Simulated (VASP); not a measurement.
An input for Quantum ESPRESSO's pw.x (written as the equivalent of a VASP run, and not itself run):

```
&CONTROL
  calculation = 'vc-relax'
  pseudo_dir = './pseudo'
  outdir = './out'
  tprnfor = .true.
  tstress = .true.
  nstep = 30
  forc_conv_thr = 0.00039
/
&SYSTEM
  ibrav = 0
  nat = 4
  ntyp = 2
  ecutwfc = 84
  occupations = 'smearing'
  smearing = 'gaussian'
  degauss = 0.003675
  input_dft = 'pbe'
  vdw_corr = 'grimme-d3'
  dftd3_version = 4
  dftd3_threebody = .false.
/
&ELECTRONS
  conv_thr = 7.3e-09
  electron_maxstep = 100
/
&IONS
/
&CELL
  cell_dofree = 'shape'
/
ATOMIC_SPECIES
  B 10.810 B.upf
  N 14.007 N.upf
CELL_PARAMETERS angstrom
     1.2278876   -2.1267642    0.0000000
     1.2278876    2.1267642    0.0000000
     0.0000000    0.0000000    6.5224866
ATOMIC_POSITIONS crystal
  B    0.3333330  0.6666670  0.2500000
  B    0.6666670  0.3333330  0.7500000
  N    0.6666670  0.3333330  0.2500000
  N    0.3333330  0.6666670  0.7500000
K_POINTS automatic
  10 10 4 0 0 0
```

Question: Translate this input to VASP (INCAR, KPOINTS, POSCAR, choice of POTCAR).

Answer: One answer among several that fit: 
**POSCAR**
```
BN
1
    1.2278876349    -2.1267641520     0.0000000000
    1.2278876349     2.1267641520     0.0000000000
    0.0000000000     0.0000000000     6.5224866028
B N
2 2
Direct
  0.3333330000   0.6666670000   0.2500000000
  0.6666670000   0.3333330000   0.7500000000
  0.6666670000   0.3333330000   0.2500000000
  0.3333330000   0.6666670000   0.7500000000
```

File KPOINTS:
```
kpoints
0
gamma
 10 10 4
0 0 0
```

### INCAR
```
! general
SYSTEM = BN
PREC   = Accurate
ENCUT  = 520
LREAL  = .FALSE.   ! projection in real space or not
LASPH  = .TRUE.   ! aspherical one-centre terms

! electronic loop
EDIFF  = 1E-7   ! SCF stop (eV)
NELM   = 100   ! most electronic steps
ALGO   = Normal

! smearing
ISMEAR = 0
SIGMA  = 0.05

! functional
GGA    = PE   ! PBE
IVDW   = 12   ! D3, Becke-Johnson

! ions
IBRION = 2
NSW    = 30
ISIF   = 4   ! ions and shape, fixed volume
EDIFFG = -0.01   ! ionic stop

! output
LWAVE  = .FALSE.
LCHARG = .FALSE.
```

POTCAR, in this order: B N (PBE.64 set). Program: vasp_std.

Limits of the translation: the potentials are each code's own (VASP's PAW set, PseudoDojo norm-conserving files in pw.x), so ENCUT and ecutwfc are chosen apart and not converted; conv_thr bounds pw.x's estimated SCF error, while EDIFF bounds the energy change between steps; forc_conv_thr acts on force components and is met together with etot_conv_thr.

The compound is BN in the hex structure. This cell is one point of a volume scan, at 0.94 of the reference volume. Symmetry was kept, so distortions that lower it aren't found.
